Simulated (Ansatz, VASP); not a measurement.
# Cross-check of Nb2NF2 between VASP and Ansatz

One calculation is typed for both programs; each brings its own data sets. How far apart do they land? The structure shown is the start of the Ansatz relaxation below; VASP solves that cell, so the two are compared at the walk's first step.

Main program and level: Ansatz 0.2.0; plane waves, with VASP 6.6.1 beside it; single point at PBE.

## Step 1: The starting structure

The cell holds 15 atoms: 3 N, 6 Nb and 6 F. Cell: a = 5.670 Å, b = 5.670 Å, c = 33.200 Å, α = 90.0°, β = 90.0°, γ = 60.0°. It derives from Nb2NF2. Vacuum lies along c.

## Step 2: Ansatz: relaxation, PBE

Ansatz runs on its default PAW (the set named soft_2) files.

The two programs are compared at the cell with which this relaxation starts, whose forces are those of its first step.

File input.yaml:

```yaml
crystal:
  lattice:
    - [-4.9103550853, -2.8349948303, 0.0]
    - [-4.9103550853, 2.8349948304, 0.0]
    - [0.0, 0.0, -33.2]
  atoms:
    - { symbol: "N", position: [0.6666666667, 0.6666672956, 0.6921686747] }
    - { symbol: "N", position: [0.3333333333, 0.3333333333, 0.6987951225] }
    - { symbol: "N", position: [1.0, -6.29e-07, 0.7054215045] }
    - { symbol: Nb, position: [0.3194498301, 0.0069416602, 0.6681710367] }
    - { symbol: Nb, position: [0.0069414084, 0.6736079973, 0.6681710342] }
    - { symbol: Nb, position: [0.6736082579, 0.3194505943, 0.6681710393] }
    - { symbol: Nb, position: [0.3472168365, 0.6597248237, 0.7294193247] }
    - { symbol: Nb, position: [-0.0069414084, 0.3472160723, 0.7294193221] }
    - { symbol: Nb, position: [0.6597250755, -0.0069411478, 0.7294193272] }
    - { symbol: F, position: [0.3410720878, 0.6627972385, 0.6284953346] }
    - { symbol: F, position: [-0.0038691859, 0.3410725362, 0.6284952156] }
    - { symbol: F, position: [0.6627973788, -0.003869915, 0.6284954536] }
    - { symbol: F, position: [0.3255945788, 0.0038693263, 0.7690950268] }
    - { symbol: F, position: [0.0038691859, 0.6705366836, 0.7690949078] }
    - { symbol: F, position: [0.6705359545, 0.3255941305, 0.7690951458] }
  periodic: [true, true, false]
kpoints:
  mp_grid: { grid: [9, 9, 1] }
hamiltonian:
  xc: pbe
scf:
  occupations: { method: methfessel_paxton, width: 0.15 }
output:
  forces: true
  stress: true
  eigenvalues: true
  write_density: true
  write_potential: true
  elf: true
  volumetric_format: npy
relax:
  adjacent_minimum: "off"
  f_tol: 0.002
  max_steps: 120
  cell: { stress_2d_tol: 0.005 }
```

Launch:

```sh
$ ansatz run input.yaml --threads 8 --pin off --max-ram 14336MiB --backend cpu --events-out ev --progress --plain --runs-dir out
```

Numbers of over 12 decimals in the logs are rounded to 6 here.

What it wrote:

```text
Warning: the atoms were moved onto the symmetric positions of the space group found under crystal.symmetry.tolerance 1.0e-5 (fractional; no operation is sought that the atoms, as they stand in a round, miss by more than twice it, and no atom is moved by as much as it), and the run uses the moved positions. Before a round's move an operation carried an atom to 9.65e-6 Å from where it should land, the largest such dist [...]
Engine: ansatz 0.2.0, aarch64-unknown-linux-gnu
Pseudopotentials: kind: paw
Pseudopotential: N, paw, valence charge 5, recommended cutoff 420 eV (normal), N.paw.azcp
Pseudopotential: Nb, paw, valence charge 13, recommended cutoff 420 eV (normal), Nb.paw.azcp
Pseudopotential: F, paw, valence charge 7, recommended cutoff 420 eV (normal), F.paw.azcp
Functional definition: PBE
  parameter kappa = 0.804
  parameter beta = 0.066725
  exchange = pbe_x(kappa = kappa, mu = beta*pi^2/3)
  correlation = pbe_c(beta = beta)
Crystal: 15 atoms, lattice volume = 924.343 Å³
Basis set: ecut = 420 eV, 18147 PW (Γ), exchange–correlation on 80×80×450 points (8 copies of the dense FFT grid, shifted against one another)
Bands: 83, of which v1, the nominal top of the filled ones, is band 68 counted from 1 (67 counted from 0)
Symmetry: 6 space group operations
Space group: P-3 (ITA 147), of the structure as read, at distance tolerance 9.7e-5 Å
k-points: 15 of 81
Non-local potential: N, projectors of the file, l = 0: 2, l = 1: 2, l = 2: 1
Non-local potential: Nb, projectors of the file, l = 0: 3, l = 1: 2, l = 2: 2, l = 3: 1
Non-local potential: F, projectors of the file, l = 0: 2, l = 1: 2, l = 2: 1
[...]
SCF converged after 7 iterations
Stability not checked: this state was not tested for a lower state beside it, because cold or Methfessel-Paxton smearing, or corrected tetrahedra, fill the levels in a way that the test cannot read (fill_not_monotonic; see scf.lower_state_search)
Free energy (F): -33325.788779 eV
Harris-Foulkes:  -33325.788779 eV  (|F-HF|=4.73e-10)
Internal energy: -33325.791394 eV  (E = F + TS)
E sigma→0 (E₀):  -33325.789433 eV
Entropy (-TS):   0.002614 eV (0.174 meV/atom)
Fermi energy:    -4.046891 eV
--- Per-component energies (eV) ---
  E_band       = -3200.590618
  E_kinetic    = 4007.116378
  E_local      = -400968.854146  (includes V_loc(G=0)·N_el)
  E_nonlocal   = 1297.032390
  E_hartree    = 197841.213282
  E_xc         = -1713.697967
  E_vxc        = -2122.875909  (∫ρ·V_xc dr)
  E_paw        = -20023.871132  (= ΣΔE_a)
  E_vpaw       = -1095.448577  (= ΣTr[D̂ρ^β])
  E_aug_tail   = 0.012682  (compensation charges beyond the density's cutoff)
  E_ewald      = 186235.257121
  E_smearing   = 0.002614  (= −TS)
  E_closure    = 0.000000  (closes the sum)
  Σ components = -33325.788779   (vs F -33325.788779, Δ=0.00e0)
--- Forces (eV/Å), atoms counted from 1 ---
  atom   1  N      0.00000000    -0.00000000    -0.00032001
  atom   2  N     -0.00000000     0.00000000     0.00000000
  atom   3  N     -0.00000000     0.00000000     0.00032001
  atom   4  Nb     0.00010583     0.00044407     0.00004757
  atom   5  Nb    -0.00043750    -0.00013038     0.00004757
  atom   6  Nb     0.00033166    -0.00031369     0.00004757
  atom   7  Nb    -0.00010583    -0.00044407    -0.00004757
  atom   8  Nb    -0.00033166     0.00031369    -0.00004757
  atom   9  Nb     0.00043750     0.00013038    -0.00004757
  atom  10  F      0.00039100     0.00012939     0.00001113
  atom  11  F     -0.00008344    -0.00040331     0.00001113
  atom  12  F     -0.00030756     0.00027392     0.00001113
  atom  13  F     -0.00039100    -0.00012939    -0.00001113
  atom  14  F      0.00030756    -0.00027392    -0.00001113
  atom  15  F      0.00008344     0.00040331    -0.00001113
  max |Σ_I F_I| component: 2.06e-18 eV/Å
--- 2D stress c σ (N/m, compression-positive) ---
       -0.001553      -0.000000      -0.000000
        0.000000      -0.001553       0.000000
       -0.000000       0.000000      -0.000000
  P = ½ c Tr σ = -0.0016 N/m
--- Band table (eV; the first three rows and the last of 15) ---
  k-point 0: bands = [... 64 lower, -5.6028, -5.4165, -5.4165, -5.3953, -4.5815, -3.8736, -3.0107, -2.9360, ... 11 higher]
  k-point 1: bands = [... 64 lower, -5.8388, -5.2112, -5.0392, -4.8385, -4.5304, -3.7076, -3.0438, -2.9826, ... 11 higher]
  k-point 2: bands = [... 64 lower, -5.8127, -4.9211, -4.6118, -4.5609, -4.0034, -3.4848, -3.0280, -3.0019, ... 11 higher]
  k-point 14: bands = [... 64 lower, -4.9559, -4.8280, -4.2972, -4.2972, -4.0755, -2.9724, -2.9724, -2.9496, ... 11 higher]
  ° read free of the cell's end (the report's vacuum.weakly_bound_levels)
--- Relaxed structure (13 steps of the walk, 12 accepted, 2 SCFs on fresh bases) ---
  F+E_penalty+E_count = -33325.78877931 eV   max|allowed force component| = 4.441e-4 eV/Å   (the final SCF, on the basis selected at the relaxed cell)
  cell:  # Å, volume = 897.3536 Å³
    - [-4.838136, -2.793299, 0]
    - [-4.838136, 2.793299, 0]
    - [0, 0, -33.2]
  atoms:
    - { symbol: N, position: [0.666667, 0.666667, 0.688169] }
    - { symbol: N, position: [0.333333, 0.333333, 0.698795] }
    - { symbol: N, position: [1.0, 0, 0.709421] }
    - { symbol: Nb, position: [0.306392, 0.010687, 0.667112] }
    - { symbol: Nb, position: [0.010687, 0.682921, 0.667112] }
    - { symbol: Nb, position: [0.682921, 0.306392, 0.667112] }
    - { symbol: Nb, position: [0.360275, 0.655980, 0.730478] }
    - { symbol: Nb, position: [-0.016255, 0.360275, 0.730478] }
    - { symbol: Nb, position: [0.655980, -0.016255, 0.730478] }
    - { symbol: F, position: [0.347187, 0.650470, 0.627056] }
    - { symbol: F, position: [0.002343, 0.347187, 0.627056] }
    - { symbol: F, position: [0.650470, 0.002343, 0.627056] }
    - { symbol: F, position: [0.319479, 0.016197, 0.770534] }
    - { symbol: F, position: [0.016197, 0.664324, 0.770534] }
    - { symbol: F, position: [0.664324, 0.319479, 0.770534] }
```

## Step 3: VASP: single point, PBE, start cell

The same cell, functional, mesh and smearing now go to VASP, with its own data sets.

Lines of VASP's logs that name or quote its potential files are left out, and so is its time.

File INCAR:

```
SYSTEM = Nb2NF2
PREC = Accurate
ENCUT = 520
EDIFF = 1E-06
NELM = 120
ISMEAR = 1
SIGMA = 0.15
LREAL = .FALSE.
ALGO = Normal
GGA = PE
NBANDS = 83
LASPH = .TRUE.
LORBIT = 11
LWAVE = .FALSE.
LCHARG = .FALSE.
ISIF = 2
LDIPOL = .TRUE.
IDIPOL = 3
DIPOL = 0.5 0.5 0.699
LVHAR = .TRUE.
GGA_COMPAT = .FALSE.
NELMDL = -8
KPAR = 4
```

File POSCAR:

```
Nb2NF2
1.0
   -4.9103550000     -2.8349950000      0.0000000000
   -4.9103550000      2.8349950000      0.0000000000
    0.0000000000      0.0000000000    -33.2000000000
N Nb F
3 6 6
Direct
    0.6666666667      0.6666666667      0.6921687349
    0.3333333333      0.3333333333      0.6987951506
    0.0000000000      0.0000000000      0.7054215663
    0.3194503602      0.0069415198      0.6681710241
    0.0069413945      0.6736081788      0.6681710241
    0.6736082453      0.3194503014      0.6681710241
    0.3472163065      0.6597251469      0.7294193072
    0.9930584214      0.3472163652      0.7294193072
    0.6597252721      0.9930584879      0.7294193072
    0.3410724240      0.6627971537      0.6284953313
    0.9961304282      0.3410724828      0.6284953313
    0.6627972496      0.9961304654      0.6284953313
    0.3255942427      0.0038695130      0.7690950000
    0.0038695189      0.6705363031      0.7690950000
    0.6705362385      0.3255941839      0.7690950000
```

File KPOINTS:

```
Automatic mesh
0
Gamma
9 9 1
0 0 0
```

PAW data sets: N, Nb_sv and F (PBE family, release 64).

Launch:

```sh
$ mpirun -np 4 vasp_std
```

What it wrote:

```text
[banner, memory and clock lines left out]
running    4 mpi-ranks, on    1 nodes
 distrk:  each k-point on    1 cores,    4 groups
 distr:  one band on    1 cores,    1 groups

 POSCAR found type information on POSCAR N NbF
 POSCAR found :  3 types and      15 ions
 LDA part: xc-table for (Slater+PW92), standard interpolation
 POSCAR, INCAR and KPOINTS ok, starting setup
 FFT: planning ... GRIDC
 FFT: planning ... GRID_SOFT
 FFT: planning ... GRID
 WAVECAR not read
 entering main loop
       N       E                     dE             d eps       ncg     rms          rms(c)
DAV:   1     0.143430973180E+04    0.14343E+04   -0.67710E+04  3250   0.133E+03
DAV:   2     0.780667955895E+02   -0.13562E+04   -0.13201E+04  3442   0.445E+02
DAV:   3    -0.126789959311E+03   -0.20486E+03   -0.20284E+03  3404   0.153E+02
DAV:   4    -0.140415263439E+03   -0.13625E+02   -0.13432E+02  4252   0.492E+01
DAV:   5    -0.141442093247E+03   -0.10268E+01   -0.10182E+01  4252   0.823E+00
DAV:   6    -0.141474985480E+03   -0.32892E-01   -0.32542E-01  4196   0.174E+00
DAV:   7    -0.141477629639E+03   -0.26442E-02   -0.26312E-02  4380   0.400E-01
DAV:   8    -0.141477796842E+03   -0.16720E-03   -0.16653E-03  3924   0.811E-02    0.281E+01
DAV:   9    -0.123891155392E+03    0.17587E+02   -0.10391E+02  3372   0.382E+01    0.108E+01
DAV:  10    -0.123994680602E+03   -0.10353E+00   -0.10015E+01  4076   0.130E+01    0.576E+00
DAV:  11    -0.123881681455E+03    0.11300E+00   -0.13437E+00  3460   0.408E+00    0.217E+00
DAV:  12    -0.123839470755E+03    0.42211E-01   -0.25955E-01  3876   0.272E+00    0.727E-01
DAV:  13    -0.123840167108E+03   -0.69635E-03   -0.88631E-02  3604   0.101E+00    0.527E-01
DAV:  14    -0.123833825946E+03    0.63412E-02   -0.40781E-02  3428   0.756E-01    0.181E-01
[...]
DAV:  22    -0.123834660804E+03   -0.18271E-03   -0.52298E-06  2740   0.824E-03    0.291E-03
DAV:  23    -0.123834762914E+03   -0.10211E-03   -0.31483E-06  2612   0.506E-03    0.113E-03
DAV:  24    -0.123834799708E+03   -0.36794E-04   -0.67393E-07  2100   0.241E-03    0.114E-03
DAV:  25    -0.123834829033E+03   -0.29324E-04   -0.97061E-07  2116   0.287E-03    0.886E-04
DAV:  26    -0.123834835541E+03   -0.65081E-05   -0.29482E-07  2100   0.255E-03    0.263E-04
DAV:  27    -0.123834839951E+03   -0.44098E-05   -0.27986E-07  2004   0.193E-03    0.349E-04
DAV:  28    -0.123834841311E+03   -0.13602E-05   -0.12903E-07  1908   0.197E-03    0.273E-04
DAV:  29    -0.123834841876E+03   -0.56571E-06   -0.65618E-08  1876   0.106E-03
   1 F= -.12383484E+03 E0= -.12383463E+03  d E =-.630119E-03
```

(Continued in part 2 of 2.)

[Lines on the potential files, build, host, timing and source positions are cut from VASP's logs without a mark.]

[Logs are printed without paths, hosts, clocks, repeated set-up lines and the standing remarks that a program may print on its own settings, such as how far it seeks lower states.]

[Hosts, paths, dates, database ids (printed as entryN), source tags and the programs' standing remarks are cut or masked in the printed files.]
